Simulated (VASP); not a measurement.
**CdS (relaxed from the NiAs type structure, space group P6_3/mmc): computed properties**

Computed with r2SCAN meta-GGA, VASP's PBE PAW potentials (set 64) (plane waves; VASP).

```
Quantity                                                                                                               Value
---------------------------------------------  -----------------------------------------------------------------------------
space group                                                                                                   P6_3/mmc (194)
cell                                           a = 3.8409 Å, b = 3.8409 Å, c = 6.4429 Å, α = 90.00°, β = 90.00°, γ = 120.00°
volume per atom                                                                                                20.58 Å³/atom
band gap (over mesh and band path)                                                                                   1.24 eV
smallest direct gap (over mesh and band path)                                                                        1.24 eV
band-edge character                                                                                           direct, Γ to Γ
density                                                                                                           5.83 g/cm³
```

Space group P6₃/mmc (No. 194); a = 3.8409 Å, b = 3.8409 Å, c = 6.4429 Å, α = 90.00°, β = 90.00°, γ = 120.00°

```tsv
atom	site	symmetry	x	y	z
Cd	2a	-3m.	0.0000	0.0000	0.0000
S	2c	-6m2	0.3333	0.6667	0.2500
```

The structure was generated: CdS was put into the NiAs type type (P6_3/mmc), which need not be its known phase. It was relaxed first, which changed the volume by +9 %. Symmetry was kept, so distortions that lower it aren't found.
